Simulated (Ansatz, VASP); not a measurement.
# SnSe2 in two plane-wave programs

Aim: how closely do two programs agree when they are given the same cell, functional and k mesh? The cell is taken from a series of runs on this material, whose earlier steps may have relaxed, scaled, displaced or heated it; both programs get it as it stands.

Calculated with Ansatz 0.2.0; plane waves, with VASP 6.6.1 beside it; LDA and LDA, spin-orbit coupling.

## 1. Set-up

The cell holds 3 atoms: 1 Sn and 2 Se. Cell: a = 3.694 Å, b = 3.694 Å, c = 30.000 Å, α = 90.0°, β = 90.0°, γ = 120.0°. Vacuum lies along c.

## 2. Ansatz: single point, LDA

Ansatz runs on its PAW soft_1 files.

A single point takes one fixed geometry, so differences don't come from the geometry; what else differs is listed under the comparison.

input.yaml reads:

```yaml
crystal:
  lattice:
    - [3.6943772805, 0.0, 0.0]
    - [-1.8471886403, 3.1994245761, 0.0]
    - [0.0, 0.0, 30.0]
  atoms:
    - { symbol: Sn, position: [0.3333333333, 0.6666666667, 0.5] }
    - { symbol: Se, position: [0.6666666667, 0.3333333333, 0.5567896797] }
    - { symbol: Se, position: [0.6666666667, 0.3333333333, 0.4432103203] }
  periodic: [true, true, false]
kpoints:
  mp_grid: { grid: [6, 6, 1] }
  band_path:
    path:
      - [0, 0, 0]
      - [0.5, 0, 0]
      - [0.3333333333333, 0.3333333333333, 0]
      - [0, 0, 0]
    npoints: 10
hamiltonian:
  xc: lda
  pseudopotentials: { kind: paw, azcp: { folder: soft_1 }, xc_functional: pbe }
scf:
  occupations: { method: fermi_dirac, width: 0.02 }
  n_extra_bands: 5
output:
  eigenvalues: true
  forces: true
  stress: true
  write_density: true
  write_potential: true
  elf: true
  volumetric_format: npy
```

Started as:

```console
ansatz run input.yaml --threads 4 --pin off --max-ram 17510MiB --backend cpu --events-out ev --progress --plain --runs-dir out
```

Numbers of over 12 decimals in the logs are rounded to 6 here.

Log:

```text
scf.n_extra_bands = 5 over 23 filled bands (N_el = 46.0): the run solves 28 bands
Engine: ansatz 0.2.0, x86_64-unknown-linux-gnu
Pseudopotentials: kind: paw
Pseudopotential: Sn, paw, valence charge 14, recommended cutoff 420 eV (normal), soft_1/Sn.paw.azcp
Pseudopotential: Se, paw, valence charge 16, recommended cutoff 420 eV (normal), soft_1/Se.paw.azcp
Functional definition: SPW92
  exchange = slater_x
  correlation = pw_c
Crystal: 3 atoms, lattice volume = 354.596 Å³
Basis set: ecut = 420 eV, 6977 PW (Γ)
Bands: 28, of which v1, the nominal top of the filled ones, is band 23 counted from 1 (22 counted from 0)
Symmetry: 12 space group operations
Space group: P-6m2 (ITA 187), of the structure as read, at distance tolerance 7.1e-5 Å
k-points: 7 of 36 (time reversal used)
Non-local potential: Sn, projectors of the file, l = 0: 2, l = 1: 2, l = 2: 2, l = 3: 1
Non-local potential: Se, projectors of the file, l = 0: 2, l = 1: 2, l = 2: 3, l = 3: 1
PAW form: soft (Blöchl's): semilocal exchange-correlation on the pseudo side does not see the compensation charge
PAW frozen core: Sn, regenerated for the run's functional, and the local potential with it (the file was generated under x = pbe(κ = 0.804, μ = 0.219515), c = pbe(β = 0.066725))
PAW frozen core: Se, regenerated for the run's functional, and the local potential with it (the file was generated under x = pbe(κ = 0.804, μ = 0.219515), c = pbe(β = 0.066725))
PAW one-centre angular grid: Sn, 590 points (default); XC on 64 Gauss nodes
PAW one-centre angular grid: Se, 590 points (default); XC on 64 Gauss nodes
Initial density: superposition of atomic densities (neutral atoms: chi_scale 0, normalization atom)
Initial wavefunctions: pseudopotential atomic-orbital guess
Functional: x = slater, c = lda
iter 1 solved again at ethr=2.74e-3 eV; its pass at ethr=3.10e-3 eV (dr2=1.26e0 eV) is discarded
SCF iter   1: F=—  HF=-16646.524387 eV  |F-HF|=—  |Δ(HF+E_count)|=         —  Δρ=1.45e-2  dr2=1.27e0  ethr=2.74e-3  ⟨swp⟩=1.0  Hψ=1641  notcnv=0
preconditioner: auto → Resta (q_TF=auto, 1.941 Å⁻¹)  ε∞=1.4  [insulator: Δε(μ)=0.266 eV  Ē_g=15.471 eV  σ=0.020 eV  W_gap=1.00  n_scr=18 (ndim 8)  ℏωp=10.1 eV  f_vac=0.759  D(μ)=0.02/eV (n_scr^D=0)  ε∞_Penn≈1.4  vacuum switching on, ρ_ref=1.7e-2 e/Å³]
SCF iter   2: F=—  HF=-16646.159737 eV  |F-HF|=—  |Δ(HF+E_count)|=   3.65e-1  Δρ=5.62e-3  dr2=2.14e-1  ethr=2.74e-3  ⟨swp⟩=4.4  Hψ=402  notcnv=0
preconditioner: auto → LDOS  [insulator: Δε(μ)=0.155 eV  Ē_g=9.545 eV  σ=0.020 eV  W_gap=0.69  n_scr=18 (ndim 8)  ℏωp=7.9 eV  f_vac=0.761  D(μ)=1.99/eV (n_scr^D=8)  ε∞_Penn≈1.7  β→1.0]
SCF iter   3: F=—  HF=-16646.111225 eV  |F-HF|=—  |Δ(HF+E_count)|=   4.85e-2  Δρ=1.74e-3  dr2=1.04e-2  ethr=4.65e-4  ⟨swp⟩=3.6  Hψ=421  notcnv=0  defer=5
SCF iter   4: F=—  HF=-16646.109620 eV  |F-HF|=—  |Δ(HF+E_count)|=   1.61e-3  Δρ=5.08e-4  dr2=1.92e-3  ethr=2.26e-5  ⟨swp⟩=3.4  Hψ=430  notcnv=0  defer=5
SCF iter   5: F=—  HF=-16646.109189 eV  |F-HF|=—  |Δ(HF+E_count)|=   4.30e-4  Δρ=1.45e-4  dr2=1.61e-4  ethr=4.18e-6  ⟨swp⟩=2.9  Hψ=355  notcnv=0  defer=5
SCF iter   6: F=—  HF=-16646.109193 eV  |F-HF|=—  |Δ(HF+E_count)|=   4.05e-6  Δρ=4.18e-5  dr2=1.16e-5  ethr=3.50e-7  ⟨swp⟩=3.1  Hψ=331  notcnv=0  defer=5
SCF iter   7: F=—  HF=-16646.109239 eV  |F-HF|=—  |Δ(HF+E_count)|=   4.58e-5  Δρ=8.16e-6  dr2=1.99e-7  ethr=2.51e-8  ⟨swp⟩=3.7  Hψ=407  notcnv=0  defer=5
SCF iter   8: F=-16646.109239 eV  HF=-16646.109239 eV  |F-HF|=2.25e-8  |Δ(HF+E_count)|=   1.91e-7  Δρ=2.27e-6  dr2=2.14e-8  ethr=2.17e-10  ⟨swp⟩=24.3  Hψ=1998  notcnv=0
SCF 1 converged in 8 iterations: F = -16646.109239 eV  dr2 = 2.14e-8
  greatest PAW one-centre occupation: 1.000 electrons in one spin orbital (limit 2), on the Se atom at site 1 (counted from 0), in its partial waves of l = 2
NSCF: frozen V_eff on 31 k-points
WARN: The output density's exchange-correlation potential varies sharply where the density is thin. Do not read a vacuum level from v_tot or v_xc, or from such a field of the output density. On a cell that repeats whose density bears no net charge and no dipole along the vacuum's axis use v_es (v_loc + v_h of the components); under efield.dipole_correction with no amplitude use v_es + v_field, which holds any externa [...]
SCF converged after 8 iterations
Free energy (F): -16646.109239 eV
Harris-Foulkes:  -16646.109239 eV  (|F-HF|=2.25e-8)
Internal energy: -16646.106933 eV  (E = F + TS)
E sigma→0 (E₀):  -16646.108086 eV
Entropy (-TS):   -0.002306 eV (-0.769 meV/atom)
Fermi energy:    -5.837510 eV
--- Per-component energies (eV) ---
  E_band       = -1518.480028
  E_kinetic    = 392.608098
  E_local      = -99865.245791  (includes V_loc(G=0)·N_el)
  E_nonlocal   = -550.926172
  E_hartree    = 49741.735377
  E_xc         = -293.828972
  E_vxc        = -261.456706  (∫ρ·V_xc dr)
  E_paw        = -8318.695477  (= ΣΔE_a)
  E_vpaw       = -716.906349  (= ΣTr[D̂ρ^β])
  E_aug_tail   = -0.000469  (compensation charges beyond the density's cutoff)
  E_ewald      = 42243.386863
  E_core_change = 4.859611  (= ΣΔE_core)
  E_smearing   = -0.002306  (= −TS)
  E_closure    = -0.000000  (closes the sum)
  Σ components = -16646.109239   (vs F -16646.109239, Δ=0.00e0)
--- Forces (eV/Å), atoms counted from 1 ---
  atom   1  Sn     0.00000000    -0.00000000    -0.00000000
  atom   2  Se     0.00000000     0.00000000     0.08628298
  atom   3  Se    -0.00000000     0.00000000    -0.08628298
  max |Σ_I F_I| component: 1.62e-17 eV/Å
--- 2D stress c σ (N/m, compression-positive) ---
       -0.094879      -0.000000       0.000000
       -0.000000      -0.094879       0.000000
        0.000000       0.000000       0.000000
  P = ½ c Tr σ = -0.0949 N/m
--- Band table (eV; the first three rows and the last of 7) ---
  k-point 0: bands = [... 19 lower, -6.5684, -6.5684, -5.7329, -5.7329, -5.2072, -2.1352, -1.5772, -1.5772, ... 1 higher]
  k-point 1: bands = [... 19 lower, -7.8100, -7.0934, -6.9819, -5.9579, -4.3204, -2.4625, -1.0595 (-1.0595°), -0.9885, ... 1 higher]
  k-point 2: bands = [... 19 lower, -9.3924, -7.8768, -6.7505, -6.3501, -5.1937, -3.1794, -1.3346, -0.7629, ... 1 higher]
  k-point 6: bands = [... 19 lower, -9.7726, -9.3479, -8.3651, -6.1925, -4.9701, -3.5706, -0.0042, 0.2197, ... 1 higher]
  ° read free of the cell's end (the report's vacuum.weakly_bound_levels)
```

## 3. VASP: single point, LDA

The same cell, functional (in two slightly different forms), mesh and smearing now go to VASP, with its own data sets.

Lines of VASP's logs that name or quote its potential files are left out, and so is its time.

INCAR reads:

```
SYSTEM = SnSe2
PREC = Accurate
ENCUT = 400
EDIFF = 1E-06
NELM = 120
ISMEAR = -1
SIGMA = 0.02
LREAL = .FALSE.
ALGO = Normal
GGA = PW92
NBANDS = 19
LORBIT = 11
LWAVE = .FALSE.
LCHARG = .FALSE.
ISIF = 2
LDIPOL = .TRUE.
IDIPOL = 3
DIPOL = 0.5 0.5 0.5
LVHAR = .TRUE.
LASPH = .TRUE.
GGA_COMPAT = .FALSE.
NELMDL = -8
KPAR = 2
```

POSCAR reads:

```
SnSe2
1.0
    3.6943772805      0.0000000000      0.0000000000
   -1.8471886403      3.1994245761      0.0000000000
    0.0000000000      0.0000000000     30.0000000000
Sn Se
1 2
Direct
    0.3333333333      0.6666666667      0.5000000000
    0.6666666666      0.3333333334      0.5567896797
    0.6666666666      0.3333333334      0.4432103203
```

KPOINTS reads:

```
Automatic mesh
0
Gamma
6 6 1
0 0 0
```

PAW data sets: Sn_d and Se (LDA family, release 64).

Started as:

```console
mpirun -np 2 vasp_std
```

Log:

```text
[banner, memory and clock lines left out]
running    2 mpi-ranks, on    1 nodes
 distrk:  each k-point on    1 cores,    2 groups
 distr:  one band on    1 cores,    1 groups

 POSCAR found type information on POSCAR SnSe
 POSCAR found :  2 types and       3 ions
|                                                                             |
|               ----> ADVICE to this user running VASP <----                  |
|                                                                             |
|     You enforced a specific xc type in the INCAR file but a different       |
|     [... a line on the potential file left out ...]
|     I HOPE YOU KNOW WHAT YOU ARE DOING!                                     |
|                                                                             |

 LDA part: xc-table for (Slater(with rela. corr.)+PW92), standard interpolation
 POSCAR, INCAR and KPOINTS ok, starting setup
 FFT: planning ... GRIDC
 FFT: planning ... GRID_SOFT
 FFT: planning ... GRID
 WAVECAR not read
 entering main loop
       N       E                     dE             d eps       ncg     rms          rms(c)
DAV:   1     0.171849869237E+03    0.17185E+03   -0.96644E+03   330   0.857E+02
DAV:   2     0.668116347799E+01   -0.16517E+03   -0.16160E+03   358   0.216E+02
DAV:   3    -0.127189225393E+02   -0.19400E+02   -0.19259E+02   353   0.839E+01
DAV:   4    -0.131811750806E+02   -0.46225E+00   -0.46156E+00   350   0.162E+01
DAV:   5    -0.131916550607E+02   -0.10480E-01   -0.10479E-01   389   0.239E+00
DAV:   6    -0.131919376343E+02   -0.28257E-03   -0.28257E-03   361   0.307E-01
DAV:   7    -0.131919505933E+02   -0.12959E-04   -0.12959E-04   397   0.542E-02
DAV:   8    -0.131919507066E+02   -0.11332E-06   -0.11387E-06   329   0.571E-03    0.509E+00
DAV:   9    -0.128330255550E+02    0.35893E+00   -0.74900E-01   391   0.861E+00    0.322E+00
DAV:  10    -0.127945287643E+02    0.38497E-01   -0.19827E-01   289   0.241E+00    0.540E-01
DAV:  11    -0.127923686445E+02    0.21601E-02   -0.14522E-02   314   0.104E+00    0.275E-01
DAV:  12    -0.127920927708E+02    0.27587E-03   -0.14697E-03   303   0.247E-01    0.800E-02
DAV:  13    -0.127921174607E+02   -0.24690E-04   -0.18976E-04   362   0.103E-01    0.373E-02
DAV:  14    -0.127921599580E+02   -0.42497E-04   -0.33509E-05   324   0.329E-02    0.930E-03
DAV:  15    -0.127921688079E+02   -0.88499E-05   -0.24606E-06   285   0.106E-02    0.746E-03
DAV:  16    -0.127922035758E+02   -0.34768E-04   -0.55014E-06   235   0.975E-03    0.318E-03
DAV:  17    -0.127922077036E+02   -0.41277E-05   -0.42521E-07   267   0.415E-03    0.213E-03
DAV:  18    -0.127922377975E+02   -0.30094E-04   -0.41737E-06   224   0.643E-03    0.375E-03
DAV:  19    -0.127922395236E+02   -0.17261E-05   -0.14352E-07   288   0.244E-03    0.204E-03
DAV:  20    -0.127922425475E+02   -0.30240E-05   -0.12040E-07   236   0.189E-03    0.632E-04
DAV:  21    -0.127922440728E+02   -0.15252E-05   -0.24316E-08   231   0.914E-04    0.837E-04
DAV:  22    -0.127922455146E+02   -0.14418E-05   -0.20628E-08   236   0.650E-04    0.372E-04
DAV:  23    -0.127922461624E+02   -0.64782E-06   -0.12598E-08   223   0.610E-04
   1 F= -.12792246E+02 E0= -.12791088E+02  d E =-.231672E-02
```

From OUTCAR (step 3):

```text
ion  position               nearest neighbor table
   1  0.333  0.667  0.500-   2 2.73   3 2.73   2 2.73   3 2.73   2 2.73   3 2.73
   2  0.667  0.333  0.557-   1 2.73   1 2.73   1 2.73
   3  0.667  0.333  0.443-   1 2.73   1 2.73   1 2.73

  LATTYP: Found a hexagonal cell.
 ALAT       =     3.6943772805
 C/A-ratio  =     8.1204483793

 Subroutine GETGRP returns: Found 12 space group operations
 (whereof 12 operations were pure point group operations)

The static configuration has the point symmetry D_3h.

 Found      7 irreducible k-points:

   k-points           NKPTS =      7   k-points in BZ     NKDIM =      7   number of bands    NBANDS=     19

   dimension x,y,z NGX =    24 NGY =   24 NGZ =  196
   dimension x,y,z NGXF=    48 NGYF=   48 NGZF=  392

   ENCUT  =  400.0 eV  29.40 Ry    5.42 a.u.   6.02  6.02 48.92*2*pi/ulx,y,z

   NELECT =      26.0000    total number of electrons

 k-points in reciprocal lattice and weights: Automatic mesh
   0.00000000  0.00000000  0.00000000       0.028
   0.16666667 -0.00000000  0.00000000       0.167
   0.33333333 -0.00000000  0.00000000       0.167
   0.50000000 -0.00000000  0.00000000       0.083
   0.16666667  0.16666667  0.00000000       0.167
   0.33333333  0.16666667  0.00000000       0.333
   0.33333333  0.33333333  0.00000000       0.056

 dipolmoment           0.000000      0.000000     -0.000000 electrons x Angstroem

 average (electrostatic) potential at core
       1-110.5417       2 -67.5654       3 -67.5654

 E-fermi :  -3.5702

 k-point     1 :       0.0000    0.0000    0.0000
  band No.  band energies     occupation
    ...
      7     -16.4416      2.00000
      8     -10.2816      2.00000
      9      -5.5315      2.00000
     10      -4.3164      2.00000
     11      -4.3164      2.00000
     12      -3.4775      0.01918
     13      -3.4775      0.01918
     14      -2.9395      0.00000
     15       0.1321      0.00000
     16       0.6697      0.00000
    ...

 k-point     2 :       0.1667   -0.0000    0.0000
  band No.  band energies     occupation
    ...
      9      -6.1840      2.00000
     10      -5.5515      2.00000
     11      -4.8431      2.00000
     12      -4.7290      2.00000
     13      -3.7032      1.99741
     14      -2.0516      0.00000
     15      -0.2103      0.00000
     16       1.1914      0.00000
     17       1.2742      0.00000
     18       1.9477      0.00000
    ...

 k-point     3 :       0.3333   -0.0000    0.0000
  band No.  band energies     occupation
    ...
      9      -7.5856      2.00000
     10      -7.1414      2.00000
     11      -5.6284      2.00000
     12      -4.4943      2.00000
     13      -4.0963      2.00000
     14      -2.9255      0.00000
     15      -0.9306      0.00000
     16       0.9155      0.00000
     17       1.4906      0.00000
     18       2.6102      0.00000
    ...

  Total       -0.0206007     -0.0206007      0.3590405      0.0000000     -0.0000000     -0.0000000
  in kB       -0.0930803     -0.0930803      1.6222571      0.0000000     -0.0000000     -0.0000000
  external PRESSURE =       0.4786988 kB  Pullay stress =       0.0000000 kB

  energy-cutoff  :      400.00
  volume of cell :      354.60
      direct lattice vectors                 reciprocal lattice vectors
     3.694377280  0.000000000  0.000000000     0.270681613  0.156278102  0.000000000
    -1.847188640  3.199424576  0.000000000     0.000000000  0.312556204  0.000000000
     0.000000000  0.000000000 30.000000000     0.000000000  0.000000000  0.033333333

 POSITION                                       TOTAL-FORCE (eV/Angst)
 -----------------------------------------------------------------------------------
     -0.00000      2.13295     15.00000         0.000000      0.000000      0.000000
      1.84719      1.06647     16.70369        -0.000000     -0.000000      0.114000
      1.84719      1.06647     13.29631         0.000000      0.000000     -0.114000
 -----------------------------------------------------------------------------------
    total drift:                                0.000000     -0.000000     -0.000000

  FREE ENERGIE OF THE ION-ELECTRON SYSTEM (eV)
  ---------------------------------------------------
  free  energy   TOTEN  =       -12.7922461624 eV

  energy  without entropy=      -12.7899294411  energy(sigma->0) =      -12.79108780

 vacuum level on the upper side and lower side of the slab         2.258         2.258

 total charge
# of ion       s       p       d       tot
------------------------------------------
    1        1.104   1.024  10.084  12.211
    2        1.494   2.289   0.028   3.811
    3        1.494   2.289   0.028   3.811
--------------------------------------------------
tot          4.091   5.601  10.140  19.833

[... 3 further parts left out ...]
```

## 4. Comparison

Known differences besides the potentials themselves: Ansatz cuts the interaction across the vacuum, VASP repeats the sheet with a dipole correction (LDIPOL); the data sets hold 46 valence electrons in Ansatz (on its PAW soft_1 files) and 26 in VASP; the cutoff is 420 eV in Ansatz and 400 eV in VASP; VASP's log shows a relativistic correction to its local exchange, Ansatz's none. Total energies have different zeros and are not compared.

Forces (eV/Å; atoms numbered as in POSCAR):

```
atom        Ansatz x, y, z          VASP x, y, z
 Sn1   0.000, 0.000, 0.000   0.000, 0.000, 0.000
 Se2   0.000, 0.000, 0.086   0.000, 0.000, 0.114
 Se3  0.000, 0.000, -0.086  0.000, 0.000, -0.114
```

The forces differ by 13 meV/Å r.m.s., which is 24.3 % of the r.m.s. force of 0.054 eV/Å (both taken over all components). Where the cell holds vacuum, a pressure given here is an average over it and none of the material.

## 5. Further runs

Further runs change the set-up of one program: Ansatz's method, potentials or start, or VASP's data sets, cutoff or form of LDA. The table gives that difference for each run.

```
                                                           run  r.m.s. force difference (meV/Å)
                                                      as above                               13
VASP with the data sets Sn and Se_sv_GW and a cutoff of 620 eV                              6.1
```

[end of part 1 of 2]

[Lines on the potential files, build, host, timing and source positions are cut from VASP's logs without a mark.]

[Logs are printed without paths, hosts, clocks, repeated set-up lines and the standing remarks that a program may print on its own settings, such as how far it seeks lower states.]

[Hosts, paths, dates, database ids (printed as entryN), source tags and the programs' standing remarks are cut or masked in the printed files.]
